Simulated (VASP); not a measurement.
Data:

```yaml
crystal:
  lattice:
    - [0.00000, 2.51660, 2.51660]
    - [2.51660, 0.00000, 2.51660]
    - [2.51660, 2.51660, 0.00000]
  atoms:
    - { symbol: Hf, position: [0.00000, 0.00000, 0.00000] }
    - { symbol: O, position: [0.25000, 0.25000, 0.25000] }
    - { symbol: O, position: [0.75000, 0.75000, 0.75000] }
```

The numbers are results of r2SCAN meta-GGA, VASP's PBE PAW potentials (set 64) (plane waves; VASP), not measurements. Run with 520 eV cut-off, 10×10×10 Γ-centred mesh, tetrahedra with Blöchl corrections, potentials Hf_pv O.

Unless said otherwise, spin-orbit coupling is left out, though it shifts the bands of the heavy elements here.

**Question.** Give the energies of bands 6 to 14 at the high-symmetry points, in eV from the valence-band maximum.

**Answer.** 
```csv
band,Γ,X,U,L,W
6,-5.58,-6.67,-6.00,-4.48,-5.46
7,-5.58,-3.63,-4.18,-4.48,-5.25
8,-5.58,-3.63,-3.50,-3.10,-2.68
9,-0.65,-1.59,-2.33,-2.86,-2.68
10,-0.65,-1.59,-1.36,-1.92,-1.44
11,-0.65,0.00,-0.36,-1.92,-0.23
12,4.46,4.36,4.88,5.18,5.38
13,4.46,6.13,6.05,5.18,5.79
14,6.64,7.38,7.66,7.70,7.80
```

The gap is direct, 4.36 eV, from the valence maximum at X to the conduction minimum at X.

The compound is HfO2 in the fluorite structure, the high-temperature cubic form, which is unstable at 0 K; the monoclinic form is the stable one. It was relaxed first.
